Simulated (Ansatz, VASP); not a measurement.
## SeS4: VASP beside Ansatz

File INCAR:

```
PREC = Accurate
ENCUT = 600
EDIFF = 1E-6
ISMEAR = 0
SIGMA = 0.1
LREAL = False
LASPH = True
NELM = 100
ALGO = Normal
ISIF = 3
LWAVE = False
LCHARG = False
GGA = PE
IBRION = 2
NSW = 90
EDIFFG = -0.04
```

Contents of KPOINTS:

```
regular mesh
0
Gamma
  4 4 4
```

The input POSCAR:

```
SeS4
1.0
    5.3199077400      0.0000000000      0.0000000000
    0.0000000000      5.3199077400      0.0000000000
    0.0000000000      0.0000000000      5.3199077400
Se S
1 4
Direct
    0.0000000000      0.0000000000      0.0000000000
    0.2437810800      0.7562189200      0.7562189200
    0.7562189200      0.2437810800      0.7562189200
    0.7562189200      0.7562189200      0.2437810800
    0.2437810800      0.2437810800      0.2437810800
```

Input for Ansatz:

```yaml
crystal:
  lattice:
    - [5.31990774, 0.0, 0.0]
    - [0.0, 5.31990774, 0.0]
    - [0.0, 0.0, 5.31990774]
  atoms:
    - { symbol: Se, position: [0.0, 0.0, 0.0] }
    - { symbol: S, position: [0.24378108, 0.75621892, 0.75621892] }
    - { symbol: S, position: [0.75621892, 0.24378108, 0.75621892] }
    - { symbol: S, position: [0.75621892, 0.75621892, 0.24378108] }
    - { symbol: S, position: [0.24378108, 0.24378108, 0.24378108] }
basis:
  ecutwfc: 420
kpoints:
  mp_grid: { grid: [4, 4, 4] }
hamiltonian:
  xc: pbe
scf:
  occupations: { method: gaussian, width: 0.1 }
  lower_state_search: "off"
output:
  forces: true
  stress: true
  eigenvalues: true
relax:
  adjacent_minimum: "off"
  f_tol: 0.04
  max_steps: 70
  cell: { stress_tol: 0.4 }
```

Change from the starting cell: species swapped into the SnI4 type (P-43m, No. 215).

Alike in both runs: task relaxation of cell and atoms; functional PBE; k mesh 4 × 4 × 4; occupations gaussian, width 0.1 eV; no spin polarisation.

|  | VASP | Ansatz |
| --- | --- | --- |
| version | VASP 6.6.1 | Ansatz 0.2.0 |
| potentials or method | VASP PAW PBE potentials, release 64 (Se, S) | scalar-relativistic, plane waves, PAW |
| plane-wave cutoff (eV) | 600 | 420 |
| valence electrons in the cell | 30 | 40 |

Ansatz gave:

```
gap on the k mesh at the Fermi level, each at its own relaxed structure (eV) : none
relaxed volume (Å³/atom)                                                     : 20.38
relaxed cell length with the largest relative difference (Å)                 : 4.671
energy change over the relaxation (meV/atom)                                 : -210
```

Question: What did VASP give for the same quantities?

Answer: gap on the k mesh at the Fermi level, each at its own relaxed structure (eV): none; relaxed volume (Å³/atom): 27.51; relaxed cell length with the largest relative difference (Å): 5.162; energy change over the relaxation (meV/atom): -59.

A gap of «none» marks a metal or a gap that the smearing closes. One of these differences is far larger than is usual between the two programs; its cause wasn't traced. The two sets of potentials don't hold the same shells in valence.
